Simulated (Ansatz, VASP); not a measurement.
## Cross-check of Ge4H between VASP and Ansatz

One calculation is typed for both programs; each brings its own data sets. How far apart do they land? The cell is taken from a series of runs on this material, whose earlier steps may have relaxed, scaled, displaced or heated it; both programs get it as it stands.

Program: Ansatz 0.2.0. Level of theory: plane waves, with VASP 6.6.1 beside it; single point at PBEsol, spin-orbit coupling. Results are calculated unless marked as measured.

## 1. The starting structure

The cell holds 10 atoms: 8 Ge and 2 H. Its edges and angles: a = 3.961 Å, b = 3.961 Å, c = 50.600 Å, α = 90.0°, β = 90.0°, γ = 120.0°. It derives from Ge. Vacuum lies along c.

## 2. Ansatz: single point, PBEsol, spin-orbit coupling

Ansatz runs on its PAW fully relativistic soft_1 files.

A single point gives forces, pressure and levels at one fixed geometry, so differences don't come from the geometry; what else differs is listed under the comparison.

Contents of input.yaml:

```yaml
crystal:
  lattice:
    - [3.9608020663, 0.0, 0.0]
    - [-1.9804010331, 3.4301552088, 0.0]
    - [0.0, 0.0, 50.6]
  atoms:
    - { symbol: Ge, position: [0.3333333333, 0.6666666667, 0.3953385974] }
    - { symbol: Ge, position: [0.0, 0.0, 0.4111032679] }
    - { symbol: Ge, position: [0.0, 0.0, 0.4593520457] }
    - { symbol: Ge, position: [0.6666666667, 0.3333333333, 0.4758093168] }
    - { symbol: Ge, position: [0.6666666667, 0.3333333333, 0.5241906832] }
    - { symbol: Ge, position: [0.3333333333, 0.6666666667, 0.5406479543] }
    - { symbol: Ge, position: [0.3333333333, 0.6666666667, 0.5888967321] }
    - { symbol: Ge, position: [0.0, 0.0, 0.6046614026] }
    - { symbol: H, position: [0.3333333333, 0.6666666667, 0.3646678914] }
    - { symbol: H, position: [0.0, 0.0, 0.6353321086] }
  periodic: [true, true, false]
kpoints:
  mp_grid: { grid: [6, 6, 1] }
  band_path:
    path: [[0.0, 0.0, 0.0], [0.5, 0.0, 0.0], [0.3333333333, 0.3333333333, 0.0]]
    npoints: 1
hamiltonian:
  xc: pbesol
  pseudopotentials: { kind: paw_fr, azcp: { folder: soft_1 }, xc_functional: pbe }
scf:
  occupations: { method: fermi_dirac, width: 0.02 }
  n_extra_bands: 14
magnetization:
  noncollinear: true
  spin_orbit: true
output:
  eigenvalues: true
  forces: true
  stress: true
```

Launch:

```bash
ansatz run input.yaml --threads 3 --pin off --max-ram 92160MiB --backend cuda --events-out ev --progress --plain --runs-dir out --devices 1 --max-vram 13GiB
```

Numbers of over 12 decimals in the logs are rounded to 6 here.

The program printed:

```text
scf.n_extra_bands = 14 over 114 filled bands (N_el = 114.0): the run solves 128 bands
GPUs: using 1 of 1 available (devices: 1).
Engine: ansatz 0.2.0, x86_64-unknown-linux-gnu
Pseudopotentials: kind: paw_fr
Pseudopotential: Ge, paw, valence charge 14, recommended cutoff 420 eV (normal), soft_1/Ge.paw.azcp
Pseudopotential: H, paw, valence charge 1, recommended cutoff 420 eV (normal), soft_1/H.paw.azcp
Functional definition: PBEsol
  exchange = pbesol_x
  correlation = pbesol_c
non-collinear run that drives no moment, with spin-orbit: no starting moment large enough to seed its density (crystal.atoms[].spin), no starting occupations that ask for one, no magnetisation constraint and no magnetic field, so the semilocal B_xc is pinned to zero
device memory: the entry about to start is reckoned to put 9.6 GiB on a device that reports 36.4 GiB free (of which the cap on the GPU budget leaves the run 13.0 GiB)
GPU FFT provider: cuFFT
GPU libraries: cuBLAS 13.8.2, cuFFT 12.4.0, cuSOLVER 12.3.4
Crystal: 10 atoms, lattice volume = 687.460 Å³
Basis set: ecut = 420 eV, 13597 PW (Γ), exchange–correlation on 54×54×720 points (8 copies of the dense FFT grid, shifted against one another)
Bands: 128, of which v1, the nominal top of the filled ones, is band 114 counted from 1 (113 counted from 0)
Symmetry: 12 space group operations + 12 with time reversal
Magnetic group: BNS 164.86 (UNI 1316), of the structure as read, at distance tolerance 8.8e-5 Å
k-points: 7 of 36
Projection manifold: j_resolved (fully-relativistic pseudo-atomic orbitals)
Non-local potential: Ge, projectors of the file, resolved by j, l = 0: 2, l = 1: 4, l = 2: 6, l = 3: 2
Non-local potential: H, projectors of the file, resolved by j, l = 0: 2, l = 1: 2
PAW form: soft (Blöchl's): semilocal exchange-correlation on the pseudo side does not see the compensation charge
PAW frozen core: Ge, regenerated for the run's functional, and the local potential with it (the file was generated under x = pbe(κ = 0.804, μ = 0.219515), c = pbe(β = 0.066725))
PAW one-centre angular grid: Ge, 590 points (default); XC on 64 Gauss nodes
PAW one-centre angular grid: H, 110 points (default); XC on 64 Gauss nodes
Initial density: superposition of atomic densities (neutral atoms: chi_scale 0, normalization atom)
Initial wavefunctions: pseudopotential atomic-orbital guess
GPU buffer pool allocated for 262440 grid points (all kernels)
GPU transforms: local potential and band sums: pruned to the plane-wave sphere, on 25×27×360
Functional: x = pbesol(κ = 0.804, μ = 0.123457), c = pbesol(β = 0.046)
iter 1 solved again at ethr=2.76e-3 eV; its pass at ethr=3.10e-3 eV (dr2=3.15e0 eV) is discarded
SCF iter   1: F=—  HF=-34060.115074 eV  |F-HF|=—  |Δ(HF+E_count)|=         —  Δρ=2.33e-2  dr2=3.11e0  dr2_m=0.00e0 (ungated)  ethr=2.76e-3  |M|=0.00e0 ∫|m|=0.00e0 μB  |m|>n=0.0e0 m-floor=0.0e0 τ_xc=0.0e0  β_m=0.30  ⟨swp⟩=1.0  Hψ=2950  notcnv=0
preconditioner: auto → Resta (q_TF=auto, 2.022 Å⁻¹)  ε∞=1.5  [insulator: Δε(μ)=0.501 eV  Ē_g=21.331 eV  σ=0.020 eV  W_gap=1.00  n_scr=110 (ndim 8)  ℏωp=15.1 eV  f_vac=0.695  D(μ)=0.00/eV (n_scr^D=0)  ε∞_Penn≈1.5  vacuum switching on, ρ_ref=3.3e-2 e/Å³]
spin=Noncollinear: Resta preconditioning applied to the charge; magnetization (m_x, m_y, m_z) channels mix plain (no charge-response kernel on spin).
SCF iter   2: F=—  HF=-34059.698997 eV  |F-HF|=—  |Δ(HF+E_count)|=   4.16e-1  Δρ=1.60e-2  dr2=1.45e0  dr2_m=0.00e0 (ungated)  ethr=2.73e-3  |M|=0.00e0 ∫|m|=0.00e0 μB  |m|>n=0.0e0 m-floor=0.0e0 τ_xc=0.0e0  β_m=0.62  ⟨swp⟩=2.0  Hψ=526  notcnv=0
SCF iter   3: F=—  HF=-34059.408378 eV  |F-HF|=—  |Δ(HF+E_count)|=   2.91e-1  Δρ=1.70e-3  dr2=2.21e-1  dr2_m=0.00e0 (ungated)  ethr=1.27e-3  |M|=0.00e0 ∫|m|=0.00e0 μB  |m|>n=0.0e0 m-floor=0.0e0 τ_xc=0.0e0  β_m=0.47  ⟨swp⟩=5.3  Hψ=832  notcnv=0  defer=6
SCF iter   4: F=—  HF=-34059.379696 eV  |F-HF|=—  |Δ(HF+E_count)|=   2.87e-2  Δρ=1.27e-3  dr2=1.49e-2  dr2_m=0.00e0 (ungated)  ethr=1.94e-4  |M|=0.00e0 ∫|m|=0.00e0 μB  |m|>n=0.0e0 m-floor=0.0e0 τ_xc=0.0e0  β_m=0.51  ⟨swp⟩=3.6  Hψ=695  notcnv=0  defer=48
SCF iter   5: F=—  HF=-34059.379499 eV  |F-HF|=—  |Δ(HF+E_count)|=   1.97e-4  Δρ=4.98e-4  dr2=1.09e-3  dr2_m=0.00e0 (ungated)  ethr=1.30e-5  |M|=0.00e0 ∫|m|=0.00e0 μB  |m|>n=0.0e0 m-floor=0.0e0 τ_xc=0.0e0  β_m=0.56  ⟨swp⟩=3.1  Hψ=640  notcnv=0  defer=46
SCF iter   6: F=—  HF=-34059.379808 eV  |F-HF|=—  |Δ(HF+E_count)|=   3.10e-4  Δρ=1.35e-4  dr2=3.02e-4  dr2_m=0.00e0 (ungated)  ethr=9.58e-7  |M|=0.00e0 ∫|m|=0.00e0 μB  |m|>n=0.0e0 m-floor=0.0e0 τ_xc=0.0e0  β_m=0.50  ⟨swp⟩=3.3  Hψ=922  notcnv=0  defer=46
SCF iter   7: F=—  HF=-34059.379536 eV  |F-HF|=—  |Δ(HF+E_count)|=   2.72e-4  Δρ=3.28e-5  dr2=5.34e-6  dr2_m=0.00e0 (ungated)  ethr=2.65e-7  |M|=0.00e0 ∫|m|=0.00e0 μB  |m|>n=0.0e0 m-floor=0.0e0 τ_xc=0.0e0  β_m=0.58  ⟨swp⟩=2.3  Hψ=529  notcnv=0  defer=46
SCF iter   8: F=—  HF=-34059.379696 eV  |F-HF|=—  |Δ(HF+E_count)|=   1.59e-4  Δρ=1.19e-5  dr2=7.56e-7  dr2_m=0.00e0 (ungated)  ethr=4.68e-9  |M|=0.00e0 ∫|m|=0.00e0 μB  |m|>n=0.0e0 m-floor=0.0e0 τ_xc=0.0e0  β_m=0.65  ⟨swp⟩=3.0  Hψ=950  notcnv=0  defer=46
SCF iter   9: F=-34059.379696 eV  HF=-34059.379696 eV  |F-HF|=2.99e-8  |Δ(HF+E_count)|=   6.54e-7  Δρ=2.69e-6  dr2=5.16e-8  dr2_m=0.00e0 (ungated)  ethr=8.77e-11  |M|=0.00e0 ∫|m|=0.00e0 μB  |m|>n=0.0e0 m-floor=0.0e0 τ_xc=0.0e0  ⟨swp⟩=16.0  Hψ=3172  notcnv=0
SCF 1 converged in 9 iterations: F = -34059.379696 eV  dr2 = 5.16e-8
  greatest PAW one-centre occupation: 0.998 electrons in one spin orbital (limit 2), on the Ge atom at site 7 (counted from 0), in its partial waves of l = 2
device memory: the entry about to start is reckoned to put 6.1 GiB on a device that reports 36.4 GiB free (of which the cap on the GPU budget leaves the run 13.0 GiB)
NSCF: frozen V_eff on 3 k-points
SCF converged after 9 iterations
Magnetization: |M| = 0.0000 μB,  M = (+0.0000, +0.0000, +0.0000) μB
Absolute magnetization: 0.0000 μB (∫|m|)
  site 0: m = (+0.0000, +0.0000, +0.0000) μB, |m| = 0.0000 μB  (R = 0.64 Å)
  site 1: m = (+0.0000, +0.0000, +0.0000) μB, |m| = 0.0000 μB  (R = 1.00 Å)
  site 2: m = (+0.0000, +0.0000, +0.0000) μB, |m| = 0.0000 μB  (R = 1.00 Å)
  site 3: m = (+0.0000, +0.0000, +0.0000) μB, |m| = 0.0000 μB  (R = 1.00 Å)
  site 4: m = (+0.0000, +0.0000, +0.0000) μB, |m| = 0.0000 μB  (R = 1.00 Å)
  site 5: m = (+0.0000, +0.0000, +0.0000) μB, |m| = 0.0000 μB  (R = 1.00 Å)
  site 6: m = (+0.0000, +0.0000, +0.0000) μB, |m| = 0.0000 μB  (R = 1.00 Å)
  site 7: m = (+0.0000, +0.0000, +0.0000) μB, |m| = 0.0000 μB  (R = 0.64 Å)
  site 8: m = (+0.0000, +0.0000, +0.0000) μB, |m| = 0.0000 μB  (R = 0.64 Å)
  site 9: m = (+0.0000, +0.0000, +0.0000) μB, |m| = 0.0000 μB  (R = 0.64 Å)
Free energy (F): -34059.379696 eV
Harris-Foulkes:  -34059.379696 eV  (|F-HF|=2.99e-8)
Internal energy: -34059.379695 eV  (E = F + TS)
E sigma→0 (E₀):  -34059.379696 eV
Entropy (-TS):   -0.000001 eV (-0.000 meV/atom)
Fermi energy:    -3.918039 eV
--- Per-component energies (eV) ---
  E_band       = -2636.694095
  E_kinetic    = 770.679836
  E_local      = -736130.194122  (includes V_loc(G=0)·N_el)
  E_nonlocal   = 1762.426632
  E_hartree    = 366924.249714
  E_xc         = -585.650640
  E_vxc        = -543.389388  (∫ρ·V_xc dr)
  E_paw        = -15787.433162  (= ΣΔE_a)
  E_vpaw       = -2344.698843  (= ΣTr[D̂ρ^β])
  E_aug_tail   = -0.001694  (compensation charges beyond the density's cutoff)
  E_ewald      = 348979.175869
  E_core_change = 7.367873  (= ΣΔE_core)
  E_smearing   = -0.000001  (= −TS)
  E_closure    = 0.000000  (closes the sum)
  Σ components = -34059.379696   (vs F -34059.379696, Δ=0.00e0)
--- Forces (eV/Å), atoms counted from 1 ---
  atom   1  Ge     0.00000000    -0.00000000    -0.00023537
  atom   2  Ge    -0.00000000     0.00000000     0.00669651
  atom   3  Ge     0.00000000     0.00000000    -0.00500938
  atom   4  Ge    -0.00000000     0.00000000     0.00684446
  atom   5  Ge     0.00000000    -0.00000000    -0.00684446
  atom   6  Ge     0.00000000     0.00000000     0.00500938
  atom   7  Ge     0.00000000    -0.00000000    -0.00669651
  atom   8  Ge     0.00000000     0.00000000     0.00023537
  atom   9  H     -0.00000000    -0.00000000    -0.00053244
  atom  10  H      0.00000000     0.00000000     0.00053244
  max |Σ_I F_I| component: 1.40e-17 eV/Å
--- 2D stress c σ (N/m, compression-positive) ---
        2.985785      -0.000000       0.000000
       -0.000000       2.985785       0.000000
        0.000000       0.000000       0.000000
  P = ½ c Tr σ = 2.9858 N/m
--- Band table (eV; the first three rows and the last of 7) ---
  k-point 0: bands = [... 110 lower, -4.3177, -4.3177, -4.1280, -4.1280, -3.7080, -3.7080, -3.5043, -3.5043, ... 10 higher]
  k-point 1: bands = [... 110 lower, -5.1569, -5.1569, -4.6926, -4.6926, -2.6334, -2.6334, -2.3991, -2.3991, ... 10 higher]
  k-point 2: bands = [... 110 lower, -5.8855, -5.8855, -5.4178, -5.4178, -3.2525, -3.2525, -3.1079, -3.1079, ... 10 higher]
  k-point 6: bands = [... 110 lower, -6.7771, -6.7771, -6.7587, -6.7587, -2.2791, -2.2791, -2.1620, -2.1620, ... 10 higher]
  ° read free of the cell's end (the report's vacuum.weakly_bound_levels)
```

Reading the cycles: dr2 is the Hartree energy of the density residual (eV), the measure of convergence; HF is the Harris–Foulkes estimate of the energy, which meets the free energy F at convergence.

(Continued in part 2 of 2.)

[Lines on the potential files, build, host, timing and source positions are cut from VASP's logs without a mark.]

[Logs are printed without paths, hosts, clocks, repeated set-up lines and the standing remarks that a program may print on its own settings, such as how far it seeks lower states.]

[Hosts, paths, dates, database ids (printed as entryN), source tags and the programs' standing remarks are cut or masked in the printed files.]
